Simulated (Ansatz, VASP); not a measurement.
## Two plane-wave programs on Ta5Ru

```
CELL_PARAMETERS angstrom
2.91067 0.00000 0.00000
-1.45534 2.52072 0.00000
0.00000 0.00000 14.56680
ATOMIC_POSITIONS crystal
Ta 0.33333 0.66667 0.00000
Ta 0.33333 0.66667 0.34960
Ta 0.33333 0.66667 0.65040
Ta 0.66667 0.33333 0.17505
Ta 0.66667 0.33333 0.82495
Ru 0.66667 0.33333 0.50000
```

Alike in both runs: functional PBE; k mesh 6 × 6 × 2; occupations gaussian, width 0.1 eV; no spin polarisation.

Ansatz relaxed the structure, and its values are those at the end. VASP's run is a single point on that final structure, the one shown.

```csv
,VASP,Ansatz
version,VASP 6.6.1,Ansatz 0.2.0
potentials or method,"VASP PAW PBE potentials, release 64 (Ta_pv, Ru_pv)","scalar-relativistic, plane waves, PAW"
plane-wave cutoff (eV),520,420
valence electrons in the cell,69,81
```

```tsv
	VASP	Ansatz	Ansatz less VASP
gap on the k mesh at the Fermi level (eV)	none	none	-
pressure (GPa)	0.0	0.0	-0.07
rms of the force components (eV/Å)	0.005	0.004	-0.0008
```

A gap of «none» marks a metal or a gap that the smearing closes. The two sets of potentials don't hold the same shells in valence.

Caveats: the k mesh is coarse (spacing up to 0.42 Å⁻¹), so the values aren't converged. The runs have no spin-orbit coupling, so splittings on Ta are missing.
